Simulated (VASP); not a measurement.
VASP ran on this input.

KPOINTS:
```
Automatic mesh
0
Gamma
9 9 9
0 0 0
```

INCAR:
```
ALGO=Normal
EDIFF=1E-6
EDIFFG=-0.02
ENCUT=500
GGA=PS
IBRION=2
ISIF=3
ISMEAR=0
LASPH=T
LCHARG=F
LMAXMIX=4
LREAL=F
LWAVE=F
NELM=100
NSW=40
PREC=Accurate
PSTRESS=300
SIGMA=0.05
SYSTEM=PbS
```

File POSCAR:
```
PbS
1
    0.0000000000     2.6883187222     2.6883187222
    2.6883187222    -0.0000000000     2.6883187222
    2.6883187222     2.6883187222     0.0000000000
Pb S
1 1
Direct
  0.0000000000   1.0000000000   0.0000000000
  0.5000000000   0.5000000000   0.5000000000
```

POTCAR, in this order: Pb_d S (PBE.64 set). Program: vasp_std.

Q: Write an equivalent input for Quantum ESPRESSO's pw.x.

A: One equivalent input (not run):
```
&CONTROL
  calculation = 'vc-relax'
  pseudo_dir = './pseudo'
  outdir = './out'
  tprnfor = .true.
  tstress = .true.
  nstep = 40
  forc_conv_thr = 0.00078
/
&SYSTEM
  ibrav = 0
  nat = 2
  ntyp = 2
  ecutwfc = 62.5
  occupations = 'smearing'
  smearing = 'gaussian'
  degauss = 0.003675
  input_dft = 'pbesol'
/
&ELECTRONS
  conv_thr = 7.3e-08
  electron_maxstep = 100
/
&IONS
/
&CELL
  press = 300
/
ATOMIC_SPECIES
  Pb 207.200 Pb.upf
  S 32.060 S.upf
CELL_PARAMETERS angstrom
     0.0000000    2.6883187    2.6883187
     2.6883187   -0.0000000    2.6883187
     2.6883187    2.6883187    0.0000000
ATOMIC_POSITIONS crystal
  Pb   0.0000000  1.0000000  0.0000000
  S    0.5000000  0.5000000  0.5000000
K_POINTS automatic
  9 9 9 0 0 0
```
What does not carry over: the potentials are each code's own (VASP's PAW set, PseudoDojo norm-conserving files in pw.x), so ENCUT and ecutwfc are chosen apart and not converted; conv_thr bounds pw.x's estimated SCF error, while EDIFF bounds the energy change between steps; forc_conv_thr acts on force components and is met together with etot_conv_thr.

The compound is PbS in the rock salt structure. It was relaxed first under an external pressure of 30 GPa.
